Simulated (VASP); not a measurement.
Runs of VASP 6.6.1 on Ta. The structure is cubic, space group Im-3m (No. 229). The conventional cell has a = 3.282 Å, b = 3.282 Å, c = 3.282 Å, α = 90.00°, β = 90.00°, γ = 90.00°. Ta (site symmetry m-3m) is surrounded by 8 Ta at 2.84 Å. 

| level | k mesh | cutoff (eV) | smearing | gap on the mesh (eV) | pressure (GPa) |
| --- | --- | --- | --- | --- | --- |
| PBEsol | 18 × 18 × 18 | 700 | gaussian 0.1 eV | none | 0.0 |
| PBEsol | 18 × 18 × 18 | 520 | gaussian 0.5 eV | none | 0.9 |
| PBEsol | 18 × 18 × 18 | 900 | gaussian 0.1 eV | none | 0.0 |
| PBEsol | 28 × 28 × 28 | 520 | gaussian 0.1 eV | none | (a) |
| r2SCAN | 18 × 18 × 18 | 520 | gaussian 0.1 eV | none | 5.1 |

Alike in all rows: task single point; potentials or basis VASP PAW PBE potentials, release 64 (Ta_pv); no spin polarisation; cell as given.

Task: Estimate the missing entries.

Result: (a) 0.1.

Caveats: the PAW data sets were made with another functional, which shifts forces and pressure a little.

A k mesh can miss the band edges, and the runs leave out spin-orbit coupling on Ta.

A gap of «none» marks a metal or a gap under the smearing width.
